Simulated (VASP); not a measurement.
Data:

```xyz
3
Lattice="0.0000 2.9899 2.9899 2.9899 0.0000 2.9899 2.9899 2.9899 0.0000" Properties=species:S:1:pos:R:3 pbc="T T T"
Pb     0.0000     0.0000     0.0000
F      1.4949     1.4949     1.4949
F      4.4848     4.4848     4.4848
```

Method: PBE GGA with D3 dispersion (zero damping), VASP's PBE PAW potentials (set 64) (plane waves; VASP 6.6.1). Numerical set-up: 520 eV cut-off, Gaussian smearing of 0.050 eV, potentials Pb_d F.

Unless said otherwise, spin-orbit coupling is left out, though it shifts the bands of the heavy elements here.

Problem. Give the energies of bands 8 to 17 at the high-symmetry points, in eV from the valence-band maximum.

Solution. 
| band | Γ | X | U | L | W |
|---|---|---|---|---|---|
| 8 | -4.64 | -6.26 | -6.20 | -5.80 | -6.22 |
| 9 | -2.31 | -3.33 | -3.28 | -2.82 | -3.50 |
| 10 | -2.30 | -3.33 | -3.11 | -2.49 | -2.49 |
| 11 | -2.30 | -1.41 | -1.90 | -2.49 | -2.49 |
| 12 | -1.81 | -1.41 | -1.56 | -1.98 | -1.47 |
| 13 | -1.81 | -1.41 | -1.42 | -1.98 | -1.35 |
| 14 | -1.81 | -0.14 | -0.03 | -0.01 | 0.00 |
| 15 | 6.75 | 4.42 | 5.30 | 5.03 | 6.02 |
| 16 | 6.75 | 7.80 | 6.63 | 7.58 | 6.02 |
| 17 | 6.75 | 7.80 | 7.79 | 7.58 | 7.44 |

The gap is indirect, 4.42 eV, from the valence maximum at W to the conduction minimum at X.

The compound is PbF2 in the fluorite structure, the β form. It was relaxed first.
